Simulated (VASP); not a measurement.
# NiW7S16 (a cell with a defect) in VASP: a series of runs, part 2 of 2

VASP 6.6.1. The steps go on from the part before.

### Step 4. Single point, PBEsol+U, collinear spin, ferromagnetic start

Contents of INCAR:

```
PREC = Accurate
ENCUT = 350
EDIFF = 1E-5
ISMEAR = 0
SIGMA = 0.03
LREAL = Auto
LASPH = T
NELM = 120
ALGO = Normal
ISIF = 2
LWAVE = F
LCHARG = F
ISPIN = 2
MAGMOM = 4 0 0 0 0 0 0 0 0 0 0 0 0 0 0 0 0 0 0 0 0 0 0 0
LORBIT = 11
NUPDOWN = 4
LMAXMIX = 4
LDAU = T
LDAUTYPE = 2
LDAUL = 2 -1 -1
LDAUU = 5 0 0
LDAUJ = 0 0 0
LDAUPRINT = 1
GGA = PS
NBANDS = 124
ISYM = 0
KPAR = 4
```

Contents of KPOINTS:

```
regular mesh
0
Gamma
  3 3 2
```

Contents of POSCAR:

```
NiW7S16                                 
1.0
    6.3064000000      0.0000000000      0.0000000000
   -3.1532000000      5.4615026064      0.0000000000
    0.0000000000      0.0000000000     12.3230000000
  Ni              W               S             
     1     7    16
Direct
     0.2441643376671359    0.3721383431274681    0.2728131495588923
     0.1639309742341527    0.8321736142203424    0.2488359408039890
     0.6604437932151038    0.3228934555261335    0.2450054224006664
     0.6602810899053556    0.8377192559922045    0.2447826642787115
     0.3325747560861300    0.1674434860407231    0.7489173820359354
     0.3326168242861473    0.6672292315648212    0.7489130536254853
     0.8323898680427251    0.1672199860357033    0.7493509712577267
     0.8324209662878143    0.6672072572410852    0.7492154146128036
     0.1655727562508726    0.3338539201379221    0.6219969689862922
     0.1654849724258407    0.8337566497234233    0.6222902486028116
     0.6664025599574872    0.3340283481609018    0.6221464736308642
     0.6665193596655803    0.8345057724277047    0.6221374244223916
     0.3007065658215438    0.1702967730362382    0.1342610695662630
     0.3000505315980522    0.6301260909178567    0.1342774501745373
     0.7783564702500650    0.1391639379886068    0.1067347428261020
     0.8227802872689690    0.6613470559711293    0.1213572117286238
     0.1659047598716929    0.3340197004884705    0.8758420462504353
     0.1663160355492122    0.8341757373302974    0.8761640869879680
     0.6652682974927459    0.3339433986664839    0.8760362469971639
     0.6653420319357315    0.8333743630425913    0.8760190056674675
     0.3525598833568078    0.1610608191474582    0.3816452996221243
     0.3527111672006985    0.6919375322133223    0.3816316218516327
     0.8761733319862033    0.1880885585680597    0.3591086915555781
     0.8283343796439254    0.6643737124310494    0.3711884125555255
```

Potentials or basis: VASP PAW PBE potentials, release 64 (Ni, W_sv, S).

Launch:

```
$ cat potpaw_PBE.64/Ni/POTCAR potpaw_PBE.64/W_sv/POTCAR potpaw_PBE.64/S/POTCAR > POTCAR
$ mpirun -np 4 vasp_std > vasp.out
```

OUTCAR:

```text
PREC = Accurate
   ENCUT = 350
   EDIFF = 1E-5
   ISMEAR = 0
   LREAL = Auto
   LASPH = T
   NELM = 120
   ISIF = 2
   ISPIN = 2
   LORBIT = 11
   NUPDOWN = 4
   GGA = PS
   ISYM = 0

 ion  position               nearest neighbor table
   1  0.244  0.372  0.273-  21 2.22  22 2.23  14 2.26  13 2.26  23 2.27   3 2.81   4 2.81   2 3.20
                             2 3.20
   2  0.164  0.832  0.249-  13 2.33  14 2.33  24 2.37  21 2.43  22 2.44  16 2.44   4 3.11   3 3.11
                             3 3.19   4 3.19   1 3.20   1 3.20
   3  0.660  0.323  0.245-  15 2.38  21 2.38  23 2.39  16 2.40  13 2.40  24 2.43   1 2.81   4 3.06
                             2 3.11   2 3.19   4 3.25
   4  0.660  0.838  0.245-  15 2.38  22 2.38  23 2.39  16 2.40  14 2.40  24 2.43   1 2.81   3 3.06
                             2 3.11   2 3.19   3 3.25
   5  0.333  0.167  0.749-  19 2.40  10 2.40  17 2.40   9 2.40  11 2.40  18 2.40   6 3.15   8 3.15
                             7 3.15   7 3.15   8 3.15   6 3.15
   6  0.333  0.667  0.749-  10 2.40  20 2.40  17 2.40   9 2.40  12 2.40  18 2.40   5 3.15   8 3.15
                             7 3.15   7 3.15   8 3.15   5 3.15
   7  0.832  0.167  0.749-  17 2.40  12 2.40  11 2.40  20 2.40  19 2.40   9 2.40   6 3.15   5 3.15
                             8 3.15   8 3.15   5 3.15   6 3.15
   8  0.832  0.667  0.749-  20 2.40  19 2.40  10 2.40  11 2.40  12 2.40  18 2.40   5 3.15   6 3.15
                             7 3.15   7 3.15   6 3.15   5 3.15
   9  0.166  0.334  0.622-   6 2.40   5 2.40   7 2.40
  10  0.165  0.834  0.622-   8 2.40   6 2.40   5 2.40
  11  0.666  0.334  0.622-   7 2.40   8 2.40   5 2.40
  12  0.667  0.835  0.622-   7 2.40   8 2.40   6 2.40
  13  0.301  0.170  0.134-   1 2.26   2 2.33   3 2.40
  14  0.300  0.630  0.134-   1 2.26   2 2.33   4 2.40
  15  0.778  0.139  0.107-   4 2.38   3 2.38
  16  0.823  0.661  0.121-   3 2.40   4 2.40   2 2.44
  17  0.166  0.334  0.876-   7 2.40   6 2.40   5 2.40
  18  0.166  0.834  0.876-   6 2.40   5 2.40   8 2.40
  19  0.665  0.334  0.876-   8 2.40   5 2.40   7 2.40
  20  0.665  0.833  0.876-   8 2.40   6 2.40   7 2.40
  21  0.353  0.161  0.382-   1 2.22   3 2.38   2 2.43
  22  0.353  0.692  0.382-   1 2.23   4 2.38   2 2.44
  23  0.876  0.188  0.359-   1 2.27   3 2.39   4 2.39
  24  0.828  0.664  0.371-   2 2.37   3 2.43   4 2.43

IMPORTANT INFORMATION: All symmetrisations will be switched off!
NOSYMM: (Re-)initialisation of all symmetry stuff for point group C_1.

----------------------------------------------------------------------------------------

                                     Primitive cell

  volume of cell :     424.4339

  direct lattice vectors                    reciprocal lattice vectors
     6.306400000  0.000000000  0.000000000     0.158569073  0.091549897  0.000000000
    -3.153200000  5.461502606  0.000000000     0.000000000  0.183099794  0.000000000
     0.000000000  0.000000000 12.323000000     0.000000000  0.000000000  0.081149071

  length of vectors
     6.306400000  6.306400000 12.323000000     0.183099794  0.183099794  0.081149071

  position of ions in fractional coordinates (direct lattice)
     0.244164338  0.372138343  0.272813150
     0.163930974  0.832173614  0.248835941
     0.660443793  0.322893456  0.245005422
     0.660281090  0.837719256  0.244782664
     0.332574756  0.167443486  0.748917382
     0.332616824  0.667229232  0.748913054
[... 16 lines left out ...]
     0.876173332  0.188088559  0.359108692
     0.828334380  0.664373712  0.371188413

  ion indices of the primitive-cell ions
   primitive index   ion index
                 1           1
[... 150 lines left out ...]
  o =  0.9432  v =  0.0000  0.0000  0.0000  0.0000  0.0000 -0.5929 -0.3155 -0.3657 -0.5474 -0.3399      0.0000  0.0000  0.0000  0.0000  0.0000  0.0000  0.0000  0.0000  0.0000  0.0000
  o =  0.9487  v = -0.4802  0.3044  0.6747  0.3922 -0.2604  0.0000  0.0000  0.0000  0.0000  0.0000      0.0000  0.0000  0.0000  0.0000  0.0000  0.0000  0.0000  0.0000  0.0000  0.0000
  o =  0.9602  v = -0.5393 -0.3875  0.0663 -0.6781 -0.3079  0.0000  0.0000  0.0000  0.0000  0.0000      0.0000  0.0000  0.0000  0.0000  0.0000  0.0000  0.0000  0.0000  0.0000  0.0000
  o =  0.9660  v = -0.4949 -0.1009 -0.0090  0.0594  0.8610  0.0000  0.0000  0.0000  0.0000  0.0000      0.0000  0.0000  0.0000  0.0000  0.0000  0.0000  0.0000  0.0000  0.0000  0.0000
  o =  0.9688  v = -0.4829  0.1953 -0.7337  0.3302 -0.2852  0.0000  0.0000  0.0000  0.0000  0.0000      0.0000  0.0000  0.0000  0.0000  0.0000  0.0000  0.0000  0.0000  0.0000  0.0000

 number of electron     204.0000014 magnetization       3.9999999

 Free energy of the ion-electron system (eV)
  ---------------------------------------------------
  ext. energy  EPLUGINS =         0.00000000
  ---------------------------------------------------
  free energy    TOTEN  =      -186.47750050 eV

  energy without entropy =     -186.47236148  energy(sigma->0) =     -186.47493099

 E-fermi :   6.4526     XC(G=0): -11.0304

 val. band max:        7.6221201801   @ k =   0.3333   0.3333   0.0000
 cond. band min:       6.4785833869   @ k =  -0.3333   0.3333   0.0000
 fundamental gap:     -1.1435367931
 Fermi energy:         7.6235106304

 spin component 1

 k-point     1 :       0.0000    0.0000    0.0000
  band No.  band energies     occupation
      1     -67.5406      1.00000
      2     -67.5228      1.00000
      3     -67.5209      1.00000
      4     -67.5192      1.00000
      5     -67.4734      1.00000
      6     -67.4397      1.00000
[... 1159 lines left out ...]
    113       9.0850      0.00000
    114       9.2567      0.00000
 Fermi energy:         6.4525592785

 spin component 2

 k-point     1 :       0.0000    0.0000    0.0000
  band No.  band energies     occupation
      1     -67.5276      1.00000
      2     -67.5103      1.00000
      3     -67.5085      1.00000
      4     -67.5038      1.00000
      5     -67.2894      1.00000
      6     -67.2755      1.00000
[... 1159 lines left out ...]
    113       9.2593      0.00000
    114       9.3012      0.00000
 [bands above 114 left out]

------------------------ aborting loop because EDIFF is reached ----------------------------------------

  FORCE on cell =-STRESS in cart. coord.  units (eV):
  Direction    XX          YY          ZZ          XY          YZ          ZX
  --------------------------------------------------------------------------------------
  -------------------------------------------------------------------------------------
  Total        2.8841039      3.2739480      2.6880561     -0.3207556     -0.7906554     -1.3734202
  in kB       10.8870790     12.3586847     10.1470266     -1.2108064     -2.9846108     -5.1844646
  external PRESSURE =      11.1309301 kB  Pullay stress =       0.0000000 kB

 VOLUME and BASIS-vectors are now :
 -----------------------------------------------------------------------------
  energy-cutoff  :      350.00
  volume of cell :      424.43
      direct lattice vectors                 reciprocal lattice vectors
     6.306400000  0.000000000  0.000000000     0.158569073  0.091549897  0.000000000
    -3.153200000  5.461502606  0.000000000     0.000000000  0.183099794  0.000000000
     0.000000000  0.000000000 12.323000000     0.000000000  0.000000000  0.081149071

 POSITION                                       TOTAL-FORCE (eV/Angst)
 -----------------------------------------------------------------------------------
      0.36637      2.03243      3.36188        -0.298100     -0.165753     -0.013883
     -1.59020      4.54492      3.06641        -0.229537     -0.141975      0.436608
      3.14688      1.76348      3.01920        -0.159525      0.347460      0.219747
      1.52250      4.57521      3.01646         0.225827     -0.325353      0.237818
      1.56937      0.91449      9.22891        -0.004312     -0.023447      0.005619
     -0.00629      3.64407      9.22886        -0.019961      0.009062      0.005156
[... 16 lines left out ...]
      4.93242      1.02725      4.42530        -0.207010     -0.115127     -0.006732
      3.12890      3.62848      4.57415         0.080479      0.048694     -0.048005
 -----------------------------------------------------------------------------------
    total drift:                                0.002552      0.000252      0.009437

  FREE ENERGIE OF THE ION-ELECTRON SYSTEM (eV)
  ---------------------------------------------------
  free  energy   TOTEN  =      -186.4775005025 eV

  energy  without entropy=     -186.4723614784  energy(sigma->0) =     -186.47493099

 total charge

# of ion       s       p       d       tot
------------------------------------------
    1        0.446   0.597   8.550   9.593
    2        2.343   6.335   3.398  12.076
    3        2.338   6.341   3.391  12.069
    4        2.338   6.341   3.391  12.069
    5        2.326   6.338   3.412  12.077
    6        2.326   6.338   3.412  12.077
[... 16 lines left out ...]
   23        1.355   2.329   0.000   3.684
   24        1.355   2.333   0.000   3.687
--------------------------------------------------
tot         38.471  82.288  32.380 153.139

 magnetization (x)

# of ion       s       p       d       tot
------------------------------------------
    1        0.015   0.029   0.990   1.033
    2        0.009   0.017   0.389   0.415
    3        0.006   0.012   0.329   0.348
    4        0.006   0.012   0.328   0.346
    5        0.001   0.000   0.027   0.028
    6        0.001   0.000   0.027   0.028
[... 16 lines left out ...]
   23        0.009   0.100   0.000   0.109
   24        0.001   0.022   0.000   0.023
--------------------------------------------------
tot          0.092   0.850   2.148   3.090
```

Wall time 6.7 min (4 MPI ranks of Intel Xeon Platinum 8488C (Sapphire Rapids), shared host); peak memory 0.66 GiB.

What came out:

| Quantity | Value |
| --- | --- |
| Free energy | -186.4775 eV |
| Pressure | 1.1 GPa |
| Largest force | 0.649 eV/Å |
| Net moment | 4.00 μB per cell |
| Site moments | Ni +1.03; W +0.41, +0.35, +0.03, +0.04; S +0.01, +0.00, +0.11, +0.10, +0.27, +0.08, +0.02 μB |
| Valence electrons inside the program's atomic spheres | Ni 9.59; W 12.08, 12.07; S 3.70, 3.69, 3.65, 3.68 |

Forces on the atoms (eV/Å):
```
Ni  -0.298 -0.166 -0.014
W   -0.230 -0.142  0.437
W   -0.160  0.347  0.220
W    0.226 -0.325  0.238
W   -0.004 -0.023  0.006
W   -0.020  0.009  0.005
W    0.005  0.006 -0.012
W    0.036  0.022 -0.015
S    0.002 -0.001 -0.002
S   -0.002  0.000 -0.024
S   -0.003  0.004 -0.010
S    0.000 -0.009 -0.009
S    0.301 -0.219 -0.533
S   -0.027  0.376 -0.519
S    0.324  0.195 -0.033
S    0.191  0.120  0.019
S    0.006  0.000  0.028
S    0.001  0.000  0.017
S    0.001 -0.016  0.011
S   -0.015  0.007  0.013
S   -0.025 -0.189  0.119
S   -0.183  0.072  0.113
S   -0.207 -0.115 -0.007
S    0.080  0.049 -0.048
```

Eigenvalues of the final occupation matrices:
| site | spin | trace | eigenvalues |
| --- | --- | --- | --- |
| site 1 d | 1 | 4.79 | 0.94 0.95 0.96 0.97 0.97 |
| site 1 d | 2 | 3.80 | 0.48 0.58 0.89 0.90 0.94 |

Caveat: the k mesh is coarse (spacing up to 0.38 Å⁻¹), so the values aren't converged; the PAW data sets were made with another functional, which shifts forces and pressure a little; the total moment is fixed, so each spin has its own Fermi level.

### Step 5. The runs side by side

| U | fixed moment (μB) | k mesh | mesh quality | pressure (GPa) | moment (μB) | largest force (eV/Å) |
| --- | --- | --- | --- | --- | --- | --- |
| Ni d U = 7 eV | 2 | 3 × 3 × 2 | coarse | 0.4 | 2.00 | 0.21 |
| Ni d U = 5 eV | 2 | 4 × 4 × 2 | not flagged | 0.5 | 2.00 | 0.28 |
| Ni d U = 5 eV | 4 | 3 × 3 × 2 | coarse | 1.1 | 4.00 | 0.65 |

Alike in all rows: task single point; level PBEsol+U; potentials or basis VASP PAW PBE potentials, release 64 (Ni, W_sv, S); spin collinear, ferromagnetic start; cell as given; cutoff (eV) 350; smearing gaussian 0.03 eV.

Caveats: some runs use coarse meshes; the PAW data sets were made with another functional, which shifts forces and pressure a little; the total moment is fixed, so each spin has its own Fermi level.

Total energies depend on the potentials used, so only differences within one code and one set of settings carry meaning.
